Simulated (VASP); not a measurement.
```yaml
crystal:
  lattice:
    - [0.00000, 2.98233, 2.98233]
    - [2.98233, 0.00000, 2.98233]
    - [2.98233, 2.98233, 0.00000]
  atoms:
    - { symbol: Hg, position: [0.00000, 0.00000, 0.00000] }
    - { symbol: S, position: [0.25000, 0.25000, 0.25000] }
```

All values below come from LDA (Ceperley-Alder, Perdew-Zunger), VASP's LDA PAW potentials (set 64) (plane waves; VASP 6.6.1). Numerical set-up: 300 eV cut-off, 7×7×7 Γ-centred mesh, Fermi-Dirac smearing of 0.020 eV, potentials Hg S.

### Question
Give the energies of bands 2 to 11 at the high-symmetry points, in eV from the Fermi level.

### Answer

```csv
band,Γ,X,U,L,W
2,-6.81,-6.67,-6.57,-6.62,-6.50
3,-6.81,-6.25,-6.35,-6.62,-6.38
4,-6.81,-6.25,-6.18,-5.95,-6.10
5,-6.00,-5.87,-5.94,-5.95,-6.06
6,-6.00,-5.63,-5.43,-5.65,-5.33
7,-0.70,-4.68,-4.89,-5.22,-4.92
8,0.00,-2.14,-2.67,-0.89,-2.58
9,0.00,-2.14,-1.73,-0.89,-2.18
10,0.00,3.04,3.14,1.42,3.59
11,5.96,3.30,4.56,6.58,5.16
```

It has no gap at this level: it comes out as a metal or semimetal.

The structure is a typed HgS crystal (F-43m). The cell was not relaxed at this level.
